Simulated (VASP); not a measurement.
# ScPt (Pm-3m) in VASP: a series of runs

The runs below take ScPt through single point, with LDA.

Everything below comes from runs of VASP 6.6.1. Logs are shortened: lines on timing, memory, paths and dates and some standing lists are left out, and cuts for length are marked.

## 1. Starting point

Symmetry: Pm-3m, No. 221, cubic system. Conventional cell: a = 3.229 Å, b = 3.229 Å, c = 3.229 Å, α = 90.00°, β = 90.00°, γ = 90.00°. Sc (site symmetry m-3m) is surrounded by 8 Pt at 2.80 Å. Around Pt (site symmetry m-3m) lie 8 Sc at 2.80 Å.

## 2. Single point, LDA

The input, INCAR:

```
SYSTEM = ScPt
ALGO = Normal
EDIFF = 1E-6
ENCUT = 520
ISIF = 2
ISMEAR = 0
LASPH = .True.
LCHARG = .False.
LREAL = .False.
LWAVE = .False.
NBANDS = 18
NELM = 100
PREC = Accurate
SIGMA = 0.15
```

The input, KPOINTS:

```
k-points
0
Gamma
  14 14 14
  0 0 0
```

The input, POSCAR:

```
ScPt
1.0
    3.2290365256      0.0000000000      0.0000000000
    0.0000000000      3.2290365256      0.0000000000
    0.0000000000      0.0000000000      3.2290365256
Sc Pt
1 1
Direct
    0.5000000000      0.5000000000      0.5000000000
    0.0000000000      0.0000000000      0.0000000000
```

Potentials or basis: VASP PAW LDA potentials, release 64 (Sc_sv, Pt).

Launch:

```bash
> cat potpaw_LDA.64/Sc_sv/POTCAR potpaw_LDA.64/Pt/POTCAR > POTCAR
> mpirun -np 1 vasp_std > vasp.out
```

OUTCAR:

```text
SYSTEM = ScPt
   EDIFF = 1E-6
   ENCUT = 520
   ISIF = 2
   ISMEAR = 0
   LASPH = .True.
   LREAL = .False.
   NELM = 100
   PREC = Accurate

 ion  position               nearest neighbor table
   1  0.500  0.500  0.500-   2 2.80   2 2.80   2 2.80   2 2.80   2 2.80   2 2.80   2 2.80   2 2.80

   2  0.000  0.000  0.000-   1 2.80   1 2.80   1 2.80   1 2.80   1 2.80   1 2.80   1 2.80   1 2.80

  LATTYP: Found a simple cubic cell.
 ALAT       =     3.2290365256

  Lattice vectors:

 A1 = (   3.2290365256,   0.0000000000,   0.0000000000)
 A2 = (   0.0000000000,   3.2290365256,   0.0000000000)
 A3 = (   0.0000000000,   0.0000000000,   3.2290365256)

Analysis of symmetry for initial positions (statically):
=====================================================================
 Subroutine PRICEL returns:
 Original cell was already a primitive cell.

 Routine SETGRP: Setting up the symmetry group for a
 simple cubic supercell.

 Subroutine GETGRP returns: Found 48 space group operations
 (whereof 48 operations were pure point group operations)
 out of a pool of 48 trial point group operations.

The static configuration has the point symmetry O_h .

Analysis of symmetry for dynamics (positions and initial velocities):
=====================================================================
 Subroutine PRICEL returns:
 Original cell was already a primitive cell.

 Routine SETGRP: Setting up the symmetry group for a
 simple cubic supercell.

 Subroutine GETGRP returns: Found 48 space group operations
 (whereof 48 operations were pure point group operations)
 out of a pool of 48 trial point group operations.

The dynamic configuration has the point symmetry O_h .

 Subroutine INISYM returns: Found 48 space group operations
 (whereof 48 operations are pure point group operations),
 and found     1 'primitive' translations

----------------------------------------------------------------------------------------

                                     Primitive cell

  volume of cell :      33.6681

  direct lattice vectors                    reciprocal lattice vectors
     3.229036526  0.000000000  0.000000000     0.309689900  0.000000000  0.000000000
     0.000000000  3.229036526  0.000000000     0.000000000  0.309689900  0.000000000
     0.000000000  0.000000000  3.229036526     0.000000000  0.000000000  0.309689900

  length of vectors
     3.229036526  3.229036526  3.229036526     0.309689900  0.309689900  0.309689900

  position of ions in fractional coordinates (direct lattice)
     0.500000000  0.500000000  0.500000000
     0.000000000  0.000000000  0.000000000

  ion indices of the primitive-cell ions
   primitive index   ion index
                 1           1
                 2           2

----------------------------------------------------------------------------------------

 KPOINTS: k-points

Automatic generation of k-mesh.
 Grid dimensions read from file:
 generate k-points for:   14   14   14

 Generating k-lattice:

  Cartesian coordinates                     Fractional coordinates (reciprocal lattice)
     0.022120707  0.000000000  0.000000000     0.071428571  0.000000000  0.000000000
     0.000000000  0.022120707  0.000000000     0.000000000  0.071428571  0.000000000
     0.000000000  0.000000000  0.022120707     0.000000000  0.000000000  0.071428571

  Length of vectors
     0.022120707  0.022120707  0.022120707

  Shift w.r.t. Gamma in fractional coordinates (k-lattice)
     0.000000000  0.000000000  0.000000000

 Subroutine IBZKPT returns following result:
 ===========================================

 Found    120 irreducible k-points:

 Following reciprocal coordinates:
            Coordinates               Weight
  0.000000  0.000000  0.000000      1.000000
  0.071429  0.000000  0.000000      6.000000
  0.142857  0.000000  0.000000      6.000000
  0.214286  0.000000  0.000000      6.000000
  0.285714  0.000000  0.000000      6.000000
  0.357143  0.000000  0.000000      6.000000
[... 16 lines left out ...]
  0.285714  0.214286  0.000000     24.000000
  0.357143  0.214286  0.000000     24.000000
 [... further k-points ...]
   k-points           NKPTS =    120   k-points in BZ     NKDIM =    120   number of bands    NBANDS=     18
   number of dos      NEDOS =    301   number of ions     NIONS =      2
   total plane-waves  NPLWV =  13824
   dimension x,y,z NGX =    24 NGY =   24 NGZ =   24
   dimension x,y,z NGXF=    48 NGYF=   48 NGZF=   48
   ions per type =               1   1
   NGX,Y,Z   is equivalent  to a cutoff of  12.36, 12.36, 12.36 a.u.
   NGXF,Y,Z  is equivalent  to a cutoff of  24.71, 24.71, 24.71 a.u.
 SYSTEM =  ScPt
   PREC   = accura    normal or accurate (medium, high low for compatibility)
   ISTART =      0    job   : 0-new  1-cont  2-samecut
   ICHARG =      2    charge: 1-file 2-atom 10-const
   ISPIN  =      1    spin polarized calculation?
   LNONCOLLINEAR =      F non collinear calculations
   LSORBIT =      F    spin-orbit coupling
   LASPH  =      T    aspherical Exc in radial PAW
   ENCUT  =  520.0 eV  38.22 Ry    6.18 a.u.   6.00  6.00  6.00*2*pi/ulx,y,z
   NELM   =    100;   NELMIN=  2; NELMDL= -5     # of ELM steps
   EDIFF  = 0.1E-05   stopping-criterion for ELM
   LREAL  =      F    real-space projection
   EDIFFG = 0.1E-04   stopping-criterion for IOM
   NSW    =      0    number of steps for IOM
   IBRION =     -1    ionic relax: 0-MD 1-quasi-New 2-CG
   NFREE  =      0    steps in history (QN), initial steepest desc. (CG)
   ISIF   =      2    stress and relaxation
   ISYM   =      2    0-nonsym 1-usesym 2-fastsym
   POTIM  = 0.5000    time-step for ionic-motion
   TEBEG  =    0.0;   TEEND  =   0.0 temperature during run
   PSTRESS=    0.0 pullay stress
   NELECT =      21.0000    total number of electrons
   NUPDOWN=      -1.0000    fix difference up-down
   EMIN   =  10.00;   EMAX   =-10.00  energy-range for DOS
   EFERMI =   0.00;   METHOD = LEGACY
   ISMEAR =     0;   SIGMA  =   0.15  broadening in eV -4-tet -1-fermi 0-gaus
   EFERMI_NEDOS =   21; number of points for ismear=-14 and -15
   IALGO  =     38    algorithm
   IMIX   =      4    mixing-type and parameters
     AMIX     =   0.40;   BMIX     =  1.00
     AMIX_MAG =   1.60;   BMIX_MAG =  1.00
  volume/ion in A,a.u.               =      16.83       113.60
  Fermi-wavevector in a.u.,A,eV,Ry     =   1.398755  2.643264 26.620008  1.956515
  Thomas-Fermi vector in A             =   2.521882
   LORBIT       =      0    0 simple, 1 ext, 2 COOP (PROOUT), +10 PAW based schemes
   GGA     = CA    functional components
   LHFCALC =     F    Hartree Fock is set to
   AEXX    =    0.0000 exact exchange contribution
   IVDW    =     0    specifies the selected vdW correction
   LEPSILON=     F    determine dielectric tensor
   LRPA    =     F    only Hartree local field effects (RPA)
 non-spin polarized calculation
 Gauss-broadening in eV      SIGMA  =   0.15
  energy-cutoff  :      520.00
  volume of cell :       33.67
 maximum number of plane-waves:       926
   NGX = 13   NGY = 13   NGZ = 13

 number of electron      21.0000002 magnetization

 Free energy of the ion-electron system (eV)
  ---------------------------------------------------
  ext. energy  EPLUGINS =         0.00000000
  ---------------------------------------------------
  free energy    TOTEN  =       -16.68981956 eV

  energy without entropy =      -16.67705744  energy(sigma->0) =      -16.68343850

 E-fermi :   8.2890     XC(G=0): -12.4368

 val. band max:        8.2568361039   @ k =   0.4286   0.4286   0.2143
 cond. band min:       8.3086671169   @ k =   0.4286   0.0714   0.0000
 fundamental gap:      0.0518310130
 Fermi energy:         8.2889979805

 k-point     1 :       0.0000    0.0000    0.0000
  band No.  band energies     occupation
      1     -40.7988      2.00000
      2     -19.6698      2.00000
      3     -19.6698      2.00000
      4     -19.6698      2.00000
      5       0.0119      2.00000
      6       2.8099      2.00000
[... 10 lines left out ...]
     17      15.8252      0.00000
     18      15.8252      0.00000

 k-point     2 :       0.0714    0.0000    0.0000
  band No.  band energies     occupation
      1     -40.7974      2.00000
      2     -19.6844      2.00000
      3     -19.6691      2.00000
      4     -19.6691      2.00000
      5       0.1101      2.00000
      6       2.8454      2.00000
[... 10 lines left out ...]
     17      16.1608      0.00000
     18      16.1608      0.00000

 k-point     3 :       0.1429    0.0000    0.0000
  band No.  band energies     occupation
      1     -40.7934      2.00000
      2     -19.7253      2.00000
      3     -19.6672      2.00000
      4     -19.6672      2.00000
      5       0.3967      2.00000
      6       2.9484      2.00000
[... 10 lines left out ...]
     17      17.0040      0.00000
     18      17.0040      0.00000

 k-point     4 :       0.2143    0.0000    0.0000
  band No.  band energies     occupation
      1     -40.7876      2.00000
      2     -19.7838      2.00000
      3     -19.6645      2.00000
      4     -19.6645      2.00000
      5       0.8459      2.00000
      6       3.1080      2.00000
[... 10 lines left out ...]
     17      18.1275      0.00000
     18      18.1275      0.00000

 k-point     5 :       0.2857    0.0000    0.0000
  band No.  band energies     occupation
      1     -40.7813      2.00000
      2     -19.8480      2.00000
      3     -19.6615      2.00000
      4     -19.6615      2.00000
      5       1.4056      2.00000
      6       3.3032      2.00000
[... 10 lines left out ...]
     17      19.4037      0.00000
     18      19.4037      0.00000

 k-point     6 :       0.3571    0.0000    0.0000
  band No.  band energies     occupation
      1     -40.7755      2.00000
      2     -19.9053      2.00000
      3     -19.6588      2.00000
      4     -19.6588      2.00000
      5       1.9801      2.00000
      6       3.5005      2.00000
[... 10 lines left out ...]
     17      20.7476      0.00000
     18      20.7476      0.00000

 k-point     7 :       0.4286    0.0000    0.0000
  band No.  band energies     occupation
      1     -40.7715      2.00000
      2     -19.9446      2.00000
      3     -19.6570      2.00000
      4     -19.6570      2.00000
      5       2.4213      2.00000
      6       3.6527      2.00000
[... 10 lines left out ...]
     17      22.0315      0.00000
     18      22.0344      0.00000

 k-point     8 :       0.5000    0.0000    0.0000
  band No.  band energies     occupation
      1     -40.7701      2.00000
      2     -19.9585      2.00000
      3     -19.6563      2.00000
      4     -19.6563      2.00000
      5       2.5863      2.00000
      6       3.7109      2.00000
[... 10 lines left out ...]
     17      22.3797      0.00000
     18      22.7512      0.00000
[... 229 lines left out ...]
     17      18.4945      0.00000
     18      20.9056      0.00000

 k-point    20 :       0.4286    0.1429    0.0000
  band No.  band energies     occupation
      1     -40.7671      2.00000
      2     -19.9337      2.00000
      3     -19.7037      2.00000
      4     -19.6514      2.00000
      5       2.5699      2.00000
      6       3.7822      2.00000
[... 10 lines left out ...]
     17      19.2660      0.00000
     18      21.7635      0.00000

 k-point    21 :       0.5000    0.1429    0.0000
  band No.  band energies     occupation
      1     -40.7658      2.00000
      2     -19.9472      2.00000
      3     -19.7026      2.00000
      4     -19.6505      2.00000
      5       2.7177      2.00000
      6       3.8933      2.00000
[... 10 lines left out ...]
     17      19.6262      0.00000
     18      21.3693      0.00000

 k-point    22 :       0.2143    0.2143    0.0000
  band No.  band energies     occupation
      1     -40.7774      2.00000
      2     -19.7822      2.00000
      3     -19.7602      2.00000
      4     -19.6567      2.00000
      5       1.5341      2.00000
      6       3.3954      2.00000
[... 10 lines left out ...]
     17      15.9227      0.00000
     18      19.2606      0.00000

 k-point    23 :       0.2857    0.2143    0.0000
  band No.  band energies     occupation
      1     -40.7715      2.00000
      2     -19.8331      2.00000
      3     -19.7623      2.00000
      4     -19.6522      2.00000
      5       1.9534      2.00000
      6       3.5149      2.00000
[... 10 lines left out ...]
     17      16.4273      0.00000
     18      20.1152      0.00000

 k-point    24 :       0.3571    0.2143    0.0000
  band No.  band energies     occupation
      1     -40.7662      2.00000
      2     -19.8857      2.00000
      3     -19.7570      2.00000
      4     -19.6482      2.00000
      5       2.3461      2.00000
      6       3.5948      2.00000
[... 10 lines left out ...]
     17      17.1934      0.00000
     18      21.1329      0.00000

 [... further k-points ...]

------------------------ aborting loop because EDIFF is reached ----------------------------------------

  FORCE on cell =-STRESS in cart. coord.  units (eV):
  Direction    XX          YY          ZZ          XY          YZ          ZX
  --------------------------------------------------------------------------------------
  -------------------------------------------------------------------------------------
  Total        0.1549466      0.1549466      0.1549466     -0.0000000      0.0000000     -0.0000000
  in kB        7.3734994      7.3734994      7.3734994     -0.0000000      0.0000000     -0.0000000
  external PRESSURE =       7.3734994 kB  Pullay stress =       0.0000000 kB

 VOLUME and BASIS-vectors are now :
 -----------------------------------------------------------------------------
  energy-cutoff  :      520.00
  volume of cell :       33.67
      direct lattice vectors                 reciprocal lattice vectors
     3.229036526  0.000000000  0.000000000     0.309689900  0.000000000  0.000000000
     0.000000000  3.229036526  0.000000000     0.000000000  0.309689900  0.000000000
     0.000000000  0.000000000  3.229036526     0.000000000  0.000000000  0.309689900

 POSITION                                       TOTAL-FORCE (eV/Angst)
 -----------------------------------------------------------------------------------
      1.61452      1.61452      1.61452         0.000000      0.000000      0.000000
      0.00000      0.00000      0.00000         0.000000      0.000000      0.000000
 -----------------------------------------------------------------------------------
    total drift:                                0.000000      0.000000     -0.000000

  FREE ENERGIE OF THE ION-ELECTRON SYSTEM (eV)
  ---------------------------------------------------
  free  energy   TOTEN  =       -16.6898195603 eV

  energy  without entropy=      -16.6770574402  energy(sigma->0) =      -16.68343850
```

Run time: 16 s. Hardware: 1 thread of Intel Xeon 6975P-C (Granite Rapids), shared host; peak memory 0.19 GiB.

Results:

* Free energy: -16.6898 eV
* Pressure: 0.7 GPa
* Band gap on the k mesh: none (metal or under the smearing width)

Levels at points of the mesh, in eV from the Fermi level:
```
           k point  band 7  band 8  band 9  band 10  band 11  band 12  band 13  band 14
(0.00, 0.00, 0.00)   -5.48   -2.94   -2.94    -2.94     1.50     1.50     3.63     3.63
(0.50, 0.00, 0.00)   -3.39   -3.33   -3.33    -2.50    -0.85    -0.20     1.20     1.20
(0.50, 0.50, 0.00)   -4.06   -4.06   -1.61    -0.79     0.39     0.39     2.04     3.71
(0.50, 0.50, 0.50)   -4.45   -1.55   -1.55    -1.49    -1.49    -1.49     3.30     3.84
```

## 3. Single point, LDA

The input, INCAR:

```
PREC = Accurate ; ENCUT = 520
EDIFF = 1E-6 ; ISMEAR = 0
SIGMA = 0.1 ; LREAL = F
LASPH = T ; NELM = 100
ALGO = Fast ; ISIF = 2
LWAVE = F ; LCHARG = F
NBANDS = 18
```

The input, KPOINTS:

```
regular mesh
0
Gamma
  14 14 14
```

POSCAR is that of step 2.

Potentials or basis: VASP PAW LDA potentials, release 64 (Sc_sv, Pt).

Launch:

```bash
> cat potpaw_LDA.64/Sc_sv/POTCAR potpaw_LDA.64/Pt/POTCAR > POTCAR
> mpirun -np 1 vasp_std > vasp.out
```

OUTCAR:

```text
PREC = Accurate
   ENCUT = 520
   EDIFF = 1E-6
   ISMEAR = 0
   LREAL = F
   LASPH = T
   NELM = 100
   ISIF = 2

 ion  position               nearest neighbor table
   1  0.500  0.500  0.500-   2 2.80   2 2.80   2 2.80   2 2.80   2 2.80   2 2.80   2 2.80   2 2.80

   2  0.000  0.000  0.000-   1 2.80   1 2.80   1 2.80   1 2.80   1 2.80   1 2.80   1 2.80   1 2.80

  LATTYP: Found a simple cubic cell.
 ALAT       =     3.2290365256

[... 692 lines left out ...]

 [... further k-points ...]

------------------------ aborting loop because EDIFF is reached ----------------------------------------

  FORCE on cell =-STRESS in cart. coord.  units (eV):
  Direction    XX          YY          ZZ          XY          YZ          ZX
  --------------------------------------------------------------------------------------
  -------------------------------------------------------------------------------------
  Total        0.1524435      0.1524435      0.1524435      0.0000000      0.0000000     -0.0000000
  in kB        7.2543856      7.2543856      7.2543856      0.0000000      0.0000000     -0.0000000
  external PRESSURE =       7.2543856 kB  Pullay stress =       0.0000000 kB

 VOLUME and BASIS-vectors are now :
 -----------------------------------------------------------------------------
  energy-cutoff  :      520.00
  volume of cell :       33.67
      direct lattice vectors                 reciprocal lattice vectors
     3.229036526  0.000000000  0.000000000     0.309689900  0.000000000  0.000000000
     0.000000000  3.229036526  0.000000000     0.000000000  0.309689900  0.000000000
     0.000000000  0.000000000  3.229036526     0.000000000  0.000000000  0.309689900

 POSITION                                       TOTAL-FORCE (eV/Angst)
 -----------------------------------------------------------------------------------
      1.61452      1.61452      1.61452         0.000000      0.000000      0.000000
      0.00000      0.00000      0.00000         0.000000      0.000000      0.000000
 -----------------------------------------------------------------------------------
    total drift:                                0.000000      0.000000     -0.000000

  FREE ENERGIE OF THE ION-ELECTRON SYSTEM (eV)
  ---------------------------------------------------
  free  energy   TOTEN  =       -16.6863474958 eV

  energy  without entropy=      -16.6809927153  energy(sigma->0) =      -16.68367011
```

stdout:

```text
POSCAR found type information on POSCAR ScPt
 POSCAR found :  2 types and       2 ions
 scaLAPACK will be used
 LDA part: xc-table for (Slater(with rela. corr.)+CA(PZ))
 , standard interpolation
 POSCAR, INCAR and KPOINTS ok, starting setup
 FFT: planning ... GRIDC
 FFT: planning ... GRID_SOFT
 FFT: planning ... GRID
 WAVECAR not read
 entering main loop
```

Wall time 18 s (1 thread of Intel Xeon 6975P-C (Granite Rapids), shared host); peak memory 0.18 GiB.

Results:

* Free energy: -16.6863 eV
* Pressure: 0.7 GPa
* Band gap on the k mesh: none (metal or under the smearing width)

Spin-orbit coupling is left out, which matters for the levels of Pt.
